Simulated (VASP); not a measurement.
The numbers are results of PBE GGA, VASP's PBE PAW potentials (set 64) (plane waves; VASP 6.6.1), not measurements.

A VASP calculation is set up with these files.

### POSCAR
```
LaC
1
    3.7454701201     0.0000000000     0.0000000000
   -1.8727350600     3.2436723779    -0.0000000000
   -0.0000000000    -0.0000000000     6.5533687122
La C
2 2
Direct
  1.0000000000   1.0000000000   0.0000000000
  1.0000000000   0.0000000000   0.5000000000
  0.3333330000   0.6666670000   0.2500000000
  0.6666670000   0.3333330000   0.7500000000
```

### INCAR
```
ALGO=Normal
EDIFF=1E-6
EDIFFG=-0.02
ENCUT=520
GGA=PE
IBRION=2
ISIF=3
ISMEAR=1
LASPH=.TRUE.
LCHARG=.FALSE.
LMAXMIX=6
LREAL=.FALSE.
LWAVE=.FALSE.
NELM=100
NSW=60
PREC=Accurate
SIGMA=0.1
SYSTEM=LaC
```

### KPOINTS
```
Automatic mesh
0
Gamma
9 9 4
0 0 0
```

POTCAR, in this order: La C (PBE.64 set). Program: vasp_std.

What VASP printed:

### OUTCAR
```
 ion  position               nearest neighbor table
   1  0.000  0.000  0.000-   3 2.71   4 2.71   4 2.71   3 2.71   4 2.71   3 2.71   2 3.28   2 3.28
  LATTYP: Found a hexagonal cell.
 ALAT       =     3.7454701201
 C/A-ratio  =     1.7496785456
 Subroutine PRICEL returns:
 Original cell was already a primitive cell.
 Subroutine GETGRP returns: Found 24 space group operations
The static configuration has the point symmetry D_3d.
 The point group associated with its full space group is D_6h.
The dynamic configuration has the point symmetry D_3d.
 Subroutine INISYM returns: Found 24 space group operations
 Subroutine IBZKPT returns following result:
 Found     36 irreducible k-points:

 Following reciprocal coordinates:
            Coordinates               Weight
  0.000000  0.000000  0.000000      1.000000
  0.111111 -0.000000  0.000000      6.000000
  0.222222 -0.000000  0.000000      6.000000
  0.333333 -0.000000  0.000000      6.000000
  0.444444 -0.000000  0.000000      6.000000
  0.111111  0.111111  0.000000      6.000000
  0.222222  0.111111  0.000000     12.000000
  0.333333  0.111111  0.000000     12.000000
...
```

### OSZICAR
```
       N       E                     dE             d eps       ncg     rms          rms(c)
DAV:   1     0.321718132478E+03    0.32172E+03   -0.10968E+04  1368   0.227E+03
DAV:   2     0.322276112610E+02   -0.28949E+03   -0.28499E+03  2232   0.377E+02
DAV:   3    -0.232128866687E+02   -0.55440E+02   -0.54461E+02  2344   0.213E+02
DAV:   4    -0.277452102162E+02   -0.45323E+01   -0.43590E+01  2576   0.503E+01
DAV:   5    -0.281654728775E+02   -0.42026E+00   -0.40930E+00  2408   0.167E+01    0.832E+00
DAV:   6    -0.261160694738E+02    0.20494E+01   -0.17888E+01  2480   0.222E+01    0.418E+00
DAV:   7    -0.260987162072E+02    0.17353E-01   -0.13878E+00  2304   0.118E+01    0.211E+00
DAV:   8    -0.261123700233E+02   -0.13654E-01   -0.14106E-01  2416   0.395E+00    0.565E-01
DAV:   9    -0.261146283922E+02   -0.22584E-02   -0.22382E-02  2736   0.124E+00    0.232E-01
DAV:  10    -0.261147189960E+02   -0.90604E-04   -0.22530E-03  2200   0.620E-01    0.673E-02
DAV:  11    -0.261147707306E+02   -0.51735E-04   -0.14583E-04  2728   0.136E-01    0.257E-02
DAV:  12    -0.261147811738E+02   -0.10443E-04   -0.18896E-05  2480   0.452E-02    0.384E-03
DAV:  13    -0.261147811411E+02    0.32734E-07   -0.40964E-07  1024   0.102E-02
   1 F= -.26114781E+02 E0= -.26114504E+02  d E =-.261148E+02
       N       E                     dE             d eps       ncg     rms          rms(c)
DAV:   1    -0.261163737884E+02   -0.15926E-02   -0.52611E-02  2179   0.273E+00    0.198E-01
DAV:   2    -0.261151758799E+02    0.11979E-02   -0.38962E-03  2219   0.780E-01    0.903E-02
DAV:   3    -0.261148539622E+02    0.32192E-03   -0.16090E-03  2221   0.474E-01    0.169E-02
DAV:   4    -0.261148612612E+02   -0.72991E-05   -0.11999E-04  2549   0.116E-01    0.851E-03
DAV:   5    -0.261148668957E+02   -0.56345E-05   -0.15142E-05  2677   0.307E-02    0.715E-03
DAV:   6    -0.261148680820E+02   -0.11863E-05   -0.13787E-06  1229   0.172E-02    0.443E-03
DAV:   7    -0.261148697512E+02   -0.16692E-05   -0.38063E-06  1576   0.226E-02    0.991E-04
DAV:   8    -0.261148697609E+02   -0.96707E-08   -0.17844E-07   969   0.113E-02
   2 F= -.26114870E+02 E0= -.26114672E+02  d E =-.886198E-04
```

**OUTCAR**
```
------------------------ aborting loop because EDIFF is reached ----------------------------------------
  FORCE on cell =-STRESS in cart. coord.  units (eV):
  Direction    XX          YY          ZZ          XY          YZ          ZX
  --------------------------------------------------------------------------------------
  Total        0.0497340      0.0497340      0.0436772      0.0000000     -0.0000000      0.0000000
  in kB        1.0041261      1.0041262      0.8818400      0.0000000     -0.0000000      0.0000000
  external PRESSURE =       0.9633641 kB  Pullay stress =       0.0000000 kB
  volume of cell :       79.36
      direct lattice vectors                 reciprocal lattice vectors
     3.740412770 -0.000000000  0.000000000     0.267350173  0.154354689  0.000000000
    -1.870206385  3.239292584  0.000000000     0.000000000  0.308709378  0.000000000
     0.000000000  0.000000000  6.549467306    -0.000000000 -0.000000000  0.152684173
 POSITION                                       TOTAL-FORCE (eV/Angst)
 -----------------------------------------------------------------------------------
      3.74041     -0.00000      6.54947        -0.000000      0.000000      0.000000
      0.00000     -0.00000      3.27473        -0.000000      0.000000      0.000000
     -0.00000      2.15953      1.63737        -0.000000     -0.000000      0.000000
      1.87021      1.07976      4.91210         0.000000      0.000000     -0.000000
 -----------------------------------------------------------------------------------
    total drift:                               -0.000000      0.000000      0.000000
  FREE ENERGIE OF THE ION-ELECTRON SYSTEM (eV)
  ---------------------------------------------------
  free  energy   TOTEN  =       -26.1148697609 eV

  energy  without entropy=      -26.1142763148  energy(sigma->0) =      -26.11467195

 reached required accuracy - stopping structural energy minimisation
```
(Selected blocks of OUTCAR.)

### CONTCAR
```
LaC
   1.00000000000000
     3.7404127696388958   -0.0000000000000780    0.0000000000000000
    -1.8702063847695829    3.2392925835004505    0.0000000000000000
     0.0000000000000000    0.0000000000000000    6.5494673063794533
  La              C
     2     2
Direct
     1.0000000000000000    0.0000000000000000    1.0000000000000000
     0.0000000000000000    0.0000000000000000    0.5000000000000000
     0.3333330000000032    0.6666669999999968    0.2500000000000000
     0.6666669999999968    0.3333330000000032    0.7500000000000000
```

The structure was generated: LaC was put into the NiAs type type (P6_3/mmc), which need not be its known phase. This run relaxes it. Symmetry was kept, so distortions that lower it aren't found. The start is the result of an earlier pass.
